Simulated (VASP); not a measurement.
```
CELL_PARAMETERS angstrom
      1.60958    -2.78787     0.00000
      1.60958     2.78787     0.00000
      0.00000     0.00000     5.23962
ATOMIC_POSITIONS crystal
  Ga 0.66667 0.33333 0.50004
  Ga 0.33333 0.66667 0.00004
  N  0.66667 0.33333 0.87696
  N  0.33333 0.66667 0.37696
```

All values below come from PBE GGA, VASP's PBE PAW potentials (set 64) (plane waves; VASP). Settings: 520 eV cut-off, Gaussian smearing of 0.050 eV, potentials Ga_d N.

Task: Give the energies of bands 13 to 21 at the high-symmetry points, in eV from the valence-band maximum.

Result: 
```json
[
 {"band": "13", "Γ": "-6.86", "M": "-6.31", "K": "-5.25", "A": "-3.78", "L": "-6.44", "H": "-6.03"},
 {"band": "14", "Γ": "-1.00", "M": "-5.19", "K": "-5.25", "A": "-3.78", "L": "-6.44", "H": "-6.03"},
 {"band": "15", "Γ": "-1.00", "M": "-4.06", "K": "-5.09", "A": "-0.51", "L": "-1.87", "H": "-4.04"},
 {"band": "16", "Γ": "-0.03", "M": "-2.64", "K": "-2.87", "A": "-0.51", "L": "-1.87", "H": "-4.04"},
 {"band": "17", "Γ": "0.00", "M": "-2.11", "K": "-2.87", "A": "-0.51", "L": "-1.82", "H": "-1.41"},
 {"band": "18", "Γ": "0.00", "M": "-0.96", "K": "-2.62", "A": "-0.51", "L": "-1.82", "H": "-1.41"},
 {"band": "19", "Γ": "1.72", "M": "4.98", "K": "5.19", "A": "4.06", "L": "4.31", "H": "6.23"},
 {"band": "20", "Γ": "4.06", "M": "5.38", "K": "7.53", "A": "4.06", "L": "4.31", "H": "6.23"},
 {"band": "21", "Γ": "9.04", "M": "5.99", "K": "7.53", "A": "8.32", "L": "7.58", "H": "7.26"}
]
```

The gap is direct, 1.72 eV, from the valence maximum at Γ to the conduction minimum at Γ.

Measured: gap 3.68 eV (computed value off by -1.96 eV), as given by Wei Chen et al., Physical Review Materials (2018), doi:10.1103/physrevmaterials.2.073803 [zero-point renormalisation of 0.17 eV added back (the table's ZPR column)].

The compound is GaN in the wurtzite structure. It was relaxed first.
